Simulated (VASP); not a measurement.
```
CELL_PARAMETERS angstrom
      4.13090     0.00000     0.00000
      0.00000     4.13090     0.00000
      0.00000     0.00000     4.13090
ATOMIC_POSITIONS crystal
  La 0.00000 0.00000 0.00000
  B  0.80054 0.50000 0.50000
  B  0.50000 0.19946 0.50000
  B  0.50000 0.80054 0.50000
  B  0.19946 0.50000 0.50000
  B  0.50000 0.50000 0.80054
  B  0.50000 0.50000 0.19946
```

The numbers are results of PBEsol GGA, VASP's PBE PAW potentials (set 64) (plane waves; VASP), not measurements. Run with 520 eV cut-off, 8×8×8 Γ-centred mesh, tetrahedra with Blöchl corrections, potentials La B.

The cores are frozen, which limits the accuracy of field gradients.

### Question
Give the principal components of the electric field gradient (V/Å²) and the asymmetry η at each nucleus.

### Answer

| atom | Vxx | Vyy | Vzz | η |
|---|---|---|---|---|
| La1 | 0.0 | 0.0 | 0.0 | - |
| B2 | 6.5 | 6.5 | -13.1 | 0.00 |
| B3 | 6.5 | 6.5 | -13.1 | 0.00 |
| B4 | 6.5 | 6.5 | -13.1 | 0.00 |
| B5 | 6.5 | 6.5 | -13.1 | 0.00 |
| B6 | 6.5 | 6.5 | -13.1 | 0.00 |
| B7 | 6.5 | 6.5 | -13.1 | 0.00 |

The compound is LaB6 in the cab6 structure. It was relaxed first.
